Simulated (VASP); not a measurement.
Method: vdW-DF2, VASP's PBE PAW potentials (set 64) (plane waves; VASP).

Input for VASP

### POSCAR
```
BaHfO3
1
    4.2628972833    -0.0000000000    -0.0000000000
   -0.0000000000     4.2628972833     0.0000000000
    0.0000000000     0.0000000000     4.2628972833
Ba Hf O
1 1 3
Direct
  0.0000000000   0.0000000000   0.0000000000
  0.5000000000   0.5000000000   0.5000000000
  0.5000000000   0.0000000000   0.5000000000
  0.0000000000   0.5000000000   0.5000000000
  0.5000000000   0.5000000000   0.0000000000
```

INCAR:
```
! general
SYSTEM   = BaHfO3
PREC     = Accurate
ENCUT    = 520
LREAL    = .FALSE.
LASPH    = .TRUE.   ! aspherical one-centre terms

! electronic loop
EDIFF    = 1E-6   ! SCF stop (eV)
NELM     = 100   ! most electronic steps
ALGO     = Normal   ! blocked Davidson
LMAXMIX  = 6   ! l cut-off of mixed one-centre charges

! smearing
ISMEAR   = 0
SIGMA    = 0.05   ! width (eV)

! functional
GGA      = ML
LUSE_VDW = .TRUE.
AGGAC    = 0.0
ZAB_VDW  = -1.8867

! ions
IBRION   = 2   ! conjugate gradients
NSW      = 60   ! most ionic steps
ISIF     = 3   ! ions, shape and volume
EDIFFG   = -0.02   ! ionic stop

! output
LWAVE    = .FALSE.
LCHARG   = .FALSE.
```

### KPOINTS
```
Automatic mesh
0
Gamma
5 5 5
0 0 0
```

POTCAR, in this order: Ba_sv Hf_pv O (PBE.64 set). Program: vasp_std.

Output

**OSZICAR**
```
       N       E                     dE             d eps       ncg     rms          rms(c)
DAV:   1     0.247745367456E+03    0.24775E+03   -0.21407E+04   460   0.160E+03
DAV:   2    -0.301560628177E+02   -0.27790E+03   -0.27110E+03   597   0.350E+02
DAV:   3    -0.435030661451E+02   -0.13347E+02   -0.13326E+02   566   0.782E+01
DAV:   4    -0.437760562270E+02   -0.27299E+00   -0.27290E+00   669   0.101E+01
DAV:   5    -0.437826251961E+02   -0.65690E-02   -0.65687E-02   582   0.110E+00    0.490E+01
DAV:   6    -0.342802748811E+02    0.95024E+01   -0.61913E+01   551   0.449E+01    0.483E+01
DAV:   7    -0.341620225737E+02    0.11825E+00   -0.34320E+00   641   0.120E+01    0.339E+01
DAV:   8    -0.341192364156E+02    0.42786E-01   -0.89983E-01   579   0.781E+00    0.691E+00
DAV:   9    -0.340851052738E+02    0.34131E-01   -0.18693E-01   579   0.268E+00    0.110E+00
DAV:  10    -0.340851845047E+02   -0.79231E-04   -0.11761E-02   594   0.760E-01    0.734E-01
DAV:  11    -0.340849240586E+02    0.26045E-03   -0.12343E-03   579   0.240E-01    0.195E-01
DAV:  12    -0.340849608529E+02   -0.36794E-04   -0.10216E-04   608   0.844E-02    0.153E-01
DAV:  13    -0.340849637757E+02   -0.29228E-05   -0.25892E-05   620   0.341E-02    0.214E-02
DAV:  14    -0.340849638071E+02   -0.31382E-07   -0.13661E-06   450   0.771E-03
   1 F= -.34084964E+02 E0= -.34084964E+02  d E =-.340850E+02
```

### OUTCAR
```
------------------------ aborting loop because EDIFF is reached ----------------------------------------
  FORCE on cell =-STRESS in cart. coord.  units (eV):
  Direction    XX          YY          ZZ          XY          YZ          ZX
  --------------------------------------------------------------------------------------
  Total        0.0684474      0.0684474      0.0684474     -0.0000000     -0.0000000      0.0000000
  in kB        1.4156411      1.4156411      1.4156411     -0.0000000     -0.0000000      0.0000000
  external PRESSURE =       1.4156411 kB  Pullay stress =       0.0000000 kB
  volume of cell :       77.47
      direct lattice vectors                 reciprocal lattice vectors
     4.262897283  0.000000000  0.000000000     0.234582241  0.000000000  0.000000000
     0.000000000  4.262897283  0.000000000     0.000000000  0.234582241  0.000000000
     0.000000000  0.000000000  4.262897283     0.000000000  0.000000000  0.234582241
 POSITION                                       TOTAL-FORCE (eV/Angst)
 -----------------------------------------------------------------------------------
      0.00000      0.00000      0.00000         0.000000      0.000000      0.000000
      2.13145      2.13145      2.13145         0.000000      0.000000      0.000000
      2.13145      0.00000      2.13145         0.000000      0.000000      0.000000
      0.00000      2.13145      2.13145         0.000000      0.000000      0.000000
      2.13145      2.13145      0.00000         0.000000      0.000000      0.000000
 -----------------------------------------------------------------------------------
    total drift:                                0.000000     -0.000000     -0.000000
  FREE ENERGIE OF THE ION-ELECTRON SYSTEM (eV)
  ---------------------------------------------------
  free  energy   TOTEN  =       -34.0849638071 eV

  energy  without entropy=      -34.0849638071  energy(sigma->0) =      -34.08496381

 reached required accuracy - stopping structural energy minimisation
```
(Selected blocks of OUTCAR.)

### OUTCAR
```
 val. band max:        1.9808806676   @ k =   0.4000   0.4000   0.4000

 cond. band min:       5.6574327394   @ k =   0.0000   0.0000   0.0000


 Fermi energy:         2.2545484123

 k-point     1 :       0.0000    0.0000    0.0000
  band No.  band energies     occupation
      1     -27.0527      2.00000
      2     -27.0527      2.00000
      3     -27.0527      2.00000
      4     -23.3784      2.00000
      5     -14.3459      2.00000
      6     -13.8262      2.00000
      7     -13.8262      2.00000
      8      -8.4750      2.00000
      9      -8.4750      2.00000
     10      -8.4750      2.00000
     11       0.3975      2.00000
     12       0.3975      2.00000
     13       0.3975      2.00000
     14       1.2016      2.00000
     15       1.2016      2.00000
     16       1.2016      2.00000
     17       1.8081      2.00000
     18       1.8081      2.00000
     19       1.8081      2.00000
     20       5.6574      0.00000
     21       5.6574      0.00000
     22       5.6574      0.00000
     23       6.7982      0.00000

 k-point     2 :       0.2000    0.0000    0.0000
  band No.  band energies     occupation
      1     -27.0847      2.00000
      2     -27.0517      2.00000
      3     -27.0517      2.00000
      4     -23.3617      2.00000
      5     -14.3233      2.00000
      6     -13.8192      2.00000
      7     -13.6876      2.00000
      8      -8.4532      2.00000
      9      -8.4532      2.00000
     10      -8.4193      2.00000
     11      -0.2347      2.00000
     12       0.3246      2.00000
     13       0.3246      2.00000
     14       0.9072      2.00000
     15       0.9072      2.00000
     16       0.9654      2.00000
     17       1.0896      2.00000
     18       1.6757      2.00000
     19       1.6757      2.00000
     20       5.7969      0.00000
     21       6.4240      0.00000
     22       6.4240      0.00000
     23       7.3381      0.00000

 k-point     3 :       0.4000    0.0000    0.0000
...
```

Unless said otherwise, spin-orbit coupling is left out, though it shifts the bands of the heavy elements here.

The compound is BaHfO3 in the cubic perovskite structure. It was relaxed first, which changed the volume by +7 %. The start is the result of an earlier pass.
